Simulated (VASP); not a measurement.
OSZICAR of a VASP run on PtAl$_{2}$ (fluorite):

**OSZICAR**
```
       N       E                     dE             d eps       ncg     rms          rms(c)
DAV:   1    -0.247047937599E+02   -0.24705E+02   -0.72265E+03   720   0.118E+03
DAV:   2    -0.912115377949E+02   -0.66507E+02   -0.59271E+02   800   0.194E+02
DAV:   3    -0.930031968112E+02   -0.17917E+01   -0.17435E+01   896   0.313E+01
DAV:   4    -0.930195709388E+02   -0.16374E-01   -0.16369E-01   808   0.342E+00
DAV:   5    -0.930198106430E+02   -0.23970E-03   -0.23970E-03   864   0.456E-01    0.828E+00
DAV:   6    -0.894310098405E+02    0.35888E+01   -0.90753E-01   728   0.986E+00    0.528E+00
DAV:   7    -0.893221699676E+02    0.10884E+00   -0.90476E+00   740   0.348E+01    0.608E+00
DAV:   8    -0.895245093869E+02   -0.20234E+00   -0.16781E-01   804   0.390E+00    0.657E+00
DAV:   9    -0.895941115826E+02   -0.69602E-01   -0.13023E-02   740   0.145E+00    0.641E+00
DAV:  10    -0.890928847154E+02    0.50123E+00   -0.13747E+01   788   0.397E+01    0.596E+00
DAV:  11    -0.892405382954E+02   -0.14765E+00   -0.26311E+00   740   0.175E+01    0.281E+00
DAV:  12    -0.891828992738E+02    0.57639E-01   -0.11314E+00   712   0.117E+01    0.184E+00
DAV:  13    -0.891839512129E+02   -0.10519E-02   -0.14159E-02   824   0.108E+00    0.204E+00
DAV:  14    -0.891778077218E+02    0.61435E-02   -0.81742E-01   716   0.102E+01    0.211E+00
DAV:  15    -0.892178318443E+02   -0.40024E-01   -0.18557E-01   724   0.535E+00    0.208E+00
DAV:  16    -0.892525297519E+02   -0.34698E-01   -0.57582E-02   752   0.290E+00    0.148E+00
DAV:  17    -0.892510403254E+02    0.14894E-02   -0.16805E-02   704   0.184E+00    0.939E-01
DAV:  18    -0.892465198049E+02    0.45205E-02   -0.54641E-03   732   0.909E-01    0.887E-01
DAV:  19    -0.892463054652E+02    0.21434E-03   -0.17393E-04   836   0.167E-01    0.872E-01
DAV:  20    -0.892441293816E+02    0.21761E-02   -0.21989E-03   724   0.589E-01    0.777E-01
DAV:  21    -0.892507843241E+02   -0.66549E-02   -0.68122E-02   704   0.313E+00    0.859E-01
DAV:  22    -0.892527371473E+02   -0.19528E-02   -0.30076E-03   820   0.709E-01    0.800E-01
DAV:  23    -0.892510134149E+02    0.17237E-02   -0.11506E-03   716   0.473E-01    0.764E-01
DAV:  24    -0.892498258732E+02    0.11875E-02   -0.64208E-04   728   0.319E-01    0.587E-01
DAV:  25    -0.892469482107E+02    0.28777E-02   -0.31504E-03   744   0.662E-01    0.430E-01
DAV:  26    -0.892487360804E+02   -0.17879E-02   -0.36494E-03   716   0.773E-01    0.448E-01
DAV:  27    -0.892453846194E+02    0.33515E-02   -0.17822E-02   700   0.158E+00    0.918E-02
DAV:  28    -0.892452988587E+02    0.85761E-04   -0.20545E-03   824   0.494E-01    0.917E-02
DAV:  29    -0.892450277148E+02    0.27114E-03   -0.36025E-04   708   0.269E-01    0.779E-02
DAV:  30    -0.892449983136E+02    0.29401E-04   -0.77289E-05   788   0.105E-01    0.704E-02
DAV:  31    -0.892449535669E+02    0.44747E-04   -0.80662E-05   700   0.134E-01    0.612E-02
DAV:  32    -0.892449443813E+02    0.91856E-05   -0.59939E-05   744   0.105E-01    0.487E-02
DAV:  33    -0.892449426429E+02    0.17385E-05   -0.35714E-05   720   0.773E-02    0.272E-02
DAV:  34    -0.892449416053E+02    0.10376E-05   -0.50102E-06   772   0.381E-02    0.152E-02
DAV:  35    -0.892449427216E+02   -0.11163E-05   -0.68038E-06   740   0.352E-02    0.898E-03
DAV:  36    -0.892449430173E+02   -0.29566E-06   -0.53531E-07   404   0.114E-02
   1 F= -.89244943E+02 E0= -.89245297E+02  d E =-.892449E+02
       N       E                     dE             d eps       ncg     rms          rms(c)
DAV:   1    -0.893408285119E+02   -0.95886E-01   -0.18703E+00   752   0.156E+01    0.191E+00
DAV:   2    -0.892595313237E+02    0.81297E-01   -0.57979E-01   708   0.792E+00    0.647E-01
DAV:   3    -0.892482580891E+02    0.11273E-01   -0.12769E-01   696   0.423E+00    0.335E-01
DAV:   4    -0.892493459576E+02   -0.10879E-02   -0.64761E-02   720   0.303E+00    0.138E-01
DAV:   5    -0.892570045612E+02   -0.76586E-02   -0.12872E-01   696   0.401E+00    0.219E-01
DAV:   6    -0.892417610239E+02    0.15244E-01   -0.61180E-02   696   0.298E+00    0.648E-02
DAV:   7    -0.892409663190E+02    0.79470E-03   -0.35652E-03   712   0.782E-01    0.323E-02
DAV:   8    -0.892409238282E+02    0.42491E-04   -0.40226E-04   732   0.288E-01    0.199E-02
DAV:   9    -0.892409065941E+02    0.17234E-04   -0.48374E-05   744   0.972E-02    0.140E-02
DAV:  10    -0.892409028749E+02    0.37193E-05   -0.73116E-06   736   0.398E-02    0.114E-02
DAV:  11    -0.892408986236E+02    0.42512E-05   -0.18341E-05   720   0.561E-02    0.113E-03
DAV:  12    -0.892408986049E+02    0.18689E-07   -0.11100E-05   716   0.504E-02    0.189E-03
DAV:  13    -0.892408983777E+02    0.22725E-06   -0.12010E-06   500   0.161E-02
   2 F= -.89240898E+02 E0= -.89241338E+02  d E =0.404464E-02
       N       E                     dE             d eps       ncg     rms          rms(c)
DAV:   1    -0.892947100250E+02   -0.53811E-01   -0.67165E-01   748   0.924E+00    0.115E+00
DAV:   2    -0.892597317439E+02    0.34978E-01   -0.24919E-01   712   0.529E+00    0.390E-01
DAV:   3    -0.892540908357E+02    0.56409E-02   -0.56550E-02   696   0.280E+00    0.201E-01
DAV:   4    -0.892543560373E+02   -0.26520E-03   -0.24661E-02   712   0.186E+00    0.796E-02
DAV:   5    -0.892563163953E+02   -0.19604E-02   -0.44912E-02   712   0.239E+00    0.126E-01
DAV:   6    -0.892515497390E+02    0.47667E-02   -0.92898E-03   708   0.114E+00    0.483E-02
DAV:   7    -0.892512918392E+02    0.25790E-03   -0.78081E-04   712   0.331E-01    0.202E-02
DAV:   8    -0.892512085497E+02    0.83290E-04   -0.42772E-04   720   0.287E-01    0.156E-02
DAV:   9    -0.892511976587E+02    0.10891E-04   -0.26521E-05   756   0.756E-02    0.161E-02
DAV:  10    -0.892511975717E+02    0.86983E-07   -0.17317E-06   552   0.201E-02
   3 F= -.89251198E+02 E0= -.89251603E+02  d E =-.625455E-02
```

Question: Which electronic solver shows in the log?

Answer: It is blocked Davidson (ALGO = Normal, or the opening steps of other solvers). The INCAR had ALGO = Normal.

Question: Can the final energy be trusted as converged?

Answer: The calculation finished and met its thresholds. It stopped with EDIFF = 1E-6, NELM = 100, NSW = 60 and EDIFFG = -0.02 after 3 ionic steps (SCAN meta-GGA, plane waves, VASP's PBE PAW potentials (set 64)).

The compound is PtAl2 in the fluorite structure. This run relaxes it. Symmetry was kept, so distortions that lower it aren't found. The start is the result of an earlier pass.
